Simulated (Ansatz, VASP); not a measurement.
**One calculation of BeAlS3, two programs**

```
CELL_PARAMETERS angstrom
4.33250 0.00000 0.00000
0.00000 4.33250 0.00000
0.00000 0.00000 4.33250
ATOMIC_POSITIONS crystal
Be 0.50000 0.50000 0.50000
Al 0.00000 0.00000 0.00000
S 0.00000 0.50000 0.50000
S 0.50000 0.00000 0.50000
S 0.50000 0.50000 0.00000
```

Change from the starting cell: species swapped into the Mn3SnN type (Pm-3m, No. 221).

Alike in both runs: task single point; functional PBE; k mesh 4 × 4 × 4; occupations gaussian, width 0.1 eV; no spin polarisation.

```csv
,VASP,Ansatz
version,VASP 6.6.1,Ansatz 0.2.0
potentials or method,"VASP PAW PBE potentials, release 64 (Be, Al, S)","scalar-relativistic, plane waves, PAW"
plane-wave cutoff (eV),520,420
valence electrons in the cell,23,23
```

|  | VASP | Ansatz | Ansatz less VASP |
| --- | --- | --- | --- |
| gap on the k mesh at the Fermi level (eV) | none | none | - |
| pressure (GPa) | 0.1 | 0.2 | +0.08 |

A gap of «none» marks a metal or a gap that the smearing closes. The functional is the same, so the differences come from potentials, cutoffs and numerics.

Caveats: the k mesh is coarse (spacing up to 0.36 Å⁻¹), so the values aren't converged.
